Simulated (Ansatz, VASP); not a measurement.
BeSnAs4: VASP beside Ansatz

```
Be Sn As
1.0
     0.00000    3.97716    3.97716
     3.97716    0.00000    3.97716
     3.97716    3.97716    0.00000
Be Sn As
1 1 4
Direct
  0.75000 0.75000 0.75000
  0.00000 0.00000 0.00000
  0.37547 0.37547 0.37547
  0.37547 0.87358 0.37547
  0.37547 0.37547 0.87358
  0.87358 0.37547 0.37547
```

Change from the starting cell: species swapped into the ZrScFe4 type (F-43m, No. 216).

Alike in both runs: functional PBE; k mesh 8 × 8 × 8; occupations gaussian, width 0.1 eV; no spin polarisation.

Ansatz relaxed the structure, and its values are those at the end. VASP's run is a single point on that final structure, the one shown.

|  | VASP | Ansatz |
| --- | --- | --- |
| version | VASP 6.6.1 | Ansatz 0.2.0 |
| potentials or method | VASP PAW PBE potentials, release 64 (Be, Sn_d, As) | scalar-relativistic, plane waves, PAW |
| plane-wave cutoff (eV) | 520 | 420 |
| valence electrons in the cell | 36 | 76 |

```csv
,VASP,Ansatz,Ansatz less VASP
gap on the k mesh at the Fermi level (eV),none,none,-
pressure (GPa),0.0,0.0,-0.07
rms of the force components (eV/Å),0.005,0.006,+0.0005
```

A gap of «none» marks a metal or a gap that the smearing closes. The functional is the same, so the differences come from potentials, cutoffs and numerics. The two sets of potentials don't hold the same shells in valence.
